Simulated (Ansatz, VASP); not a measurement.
This is a calculation of BeSi for VASP 6.6.1.

INCAR

```
PREC = Accurate ; ENCUT = 520
EDIFF = 1E-6 ; ISMEAR = -1
SIGMA = 0.05 ; LREAL = F
LASPH = T ; NELM = 60
ALGO = Normal ; ISIF = 2
LWAVE = F ; LCHARG = F
GGA = PE ; NBANDS = 10
```

Contents of KPOINTS:

```
Automatic mesh
0
Gamma
  9 9 9
```

Contents of POSCAR:

```
BeSi
1.0
    3.0239941269      0.0000000000      0.0000000000
    0.0000000000      3.0239941269      0.0000000000
    0.0000000000      0.0000000000      3.0239941269
Be Si
1 1
Direct
    0.5000000000      0.5000000000      0.5000000000
    0.0000000000      0.0000000000      0.0000000000
```

Potentials or basis: VASP PAW PBE potentials, release 64 (Be, Si).

Launch:

```bash
$ cat potpaw_PBE.64/Be/POTCAR potpaw_PBE.64/Si/POTCAR > POTCAR
$ mpirun -np 1 vasp_std > vasp.out
```

Q: Set up the same calculation for Ansatz 0.2.0. Potentials there: all-electron LAPW, scalar-relativistic.

A: As run (the cutoff follows the program's own potentials):

The input input.yaml:

```yaml
crystal:
  lattice:
    - [3.0239941269, 0.0, 0.0]
    - [0.0, 3.0239941269, 0.0]
    - [0.0, 0.0, 3.0239941269]
  atoms:
    - { symbol: Be, position: [0.5, 0.5, 0.5] }
    - { symbol: Si, position: [0.0, 0.0, 0.0] }
kpoints:
  mp_grid: { grid: [9, 9, 9] }
scf:
  occupations: { method: fermi_dirac, width: 0.05 }
hamiltonian:
  xc: pbe
  pseudopotentials: { kind: all_electron, lapw: { basis_error: 0.0005 } }
output:
  forces: true
  stress: true
  eigenvalues: true
```

Potentials or basis: all-electron LAPW, scalar-relativistic.

Launch:

```console
$ ansatz run input.yaml --threads 1 --pin off --max-ram 3072MiB --backend cpu --events-out ev --progress --plain --runs-dir out
```

Both were run:

|  | VASP | Ansatz | Ansatz less VASP |
| --- | --- | --- | --- |
| gap on the k mesh at the Fermi level (eV) | none | none | - |
| pressure (GPa) | -11.8 | -11.8 | +0.01 |

A gap of «none» marks a metal or a gap that the smearing closes. Ansatz ran all-electron here, so the differences hold the error of VASP's frozen core and of both bases.
